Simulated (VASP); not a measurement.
An input for Ansatz (written as the equivalent of a VASP run, and not itself run):

Ansatz 0.2 input:
```yaml
crystal:
  lattice:
    - [0.0000000, 2.1376232, 2.1376232]
    - [2.1376232, 0.0000000, 2.1376232]
    - [2.1376232, 2.1376232, 0.0000000]
  atoms:
    - { symbol: Al, position: [0.0000000, 0.0000000, 0.0000000] }
    - { symbol: N, position: [0.2500000, 0.2500000, 0.2500000] }
kpoints:
  mp_grid: { grid: [11, 11, 11] }
hamiltonian:
  xc: pbe
  pseudopotentials: { kind: paw }
scf:
  occupations: { method: gaussian, width: 0.05 }
  max_iter: 100
relax:
  max_steps: 40
  f_tol: 0.02
  cell: { p_target: 20 }
output: { forces: true, stress: true, eigenvalues: true }
```

**Question.** Write the VASP files for the same calculation (PBE).

**Answer.** One answer among several that fit: 
### KPOINTS
```
Automatic mesh
0
Gamma
11 11 11
0 0 0
```

### POSCAR
```
AlN
1
    0.0000000000     2.1376232280     2.1376232280
    2.1376232280    -0.0000000000     2.1376232280
    2.1376232280     2.1376232280     0.0000000000
Al N
1 1
Direct
  0.0000000000   0.0000000000   0.0000000000
  0.2500000000   0.2500000000   0.2500000000
```

### INCAR
```
EDIFFG=-0.02   # ionic stop
LREAL=.FALSE.
NSW=40
ALGO=Normal   # blocked Davidson
LCHARG=.FALSE.
LASPH=.TRUE.   # aspherical one-centre terms
LWAVE=.FALSE.
ISIF=3
PSTRESS=200
PREC=Accurate
NELM=100
EDIFF=1E-6
ISMEAR=0   # Gaussian
SYSTEM=AlN
IBRION=2   # conjugate gradients
SIGMA=0.05
GGA=PE
ENCUT=620   # plane-wave cut-off (eV)
```

POTCAR, in this order: Al N (PBE.64 set). Program: vasp_std.

Limits of the translation: each code has its own PAW files, so the cut-off isn't converted (ENCUT is set for VASP's; basis.ecutwfc is left out, and Ansatz then takes the one that its files recommend); Ansatz stops its SCF on the density residual and VASP on the energy change (EDIFF).

The compound is AlN in the zinc blende structure, a metastable form; wurtzite is the usual one. It was relaxed first under an external pressure of 20 GPa.
